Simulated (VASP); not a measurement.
Here is the system:

```
AlP
1.0
    0.00000     2.58955     2.58955
    2.58955     0.00000     2.58955
    2.58955     2.58955     0.00000
Al P
1 1
Direct
  0.00000   0.00000   0.00000
  0.25000   0.25000   0.25000
```

All values below come from PBEsol GGA, VASP's PBE PAW potentials (set 64) (plane waves; VASP). Run with 500 eV cut-off, 9×9×9 Γ-centred mesh, Gaussian smearing of 0.050 eV, potentials Al P.

What does the run give for the energy per atom (σ→0), pressure?

```
Property                        Value
---------------------  --------------
energy per atom (σ→0)  -5.329 eV/atom
pressure                    19.97 GPa
```

Only differences to runs with the same potentials and settings are physical.

The compound is AlP in the zinc blende structure. It was relaxed first under an external pressure of 20 GPa.
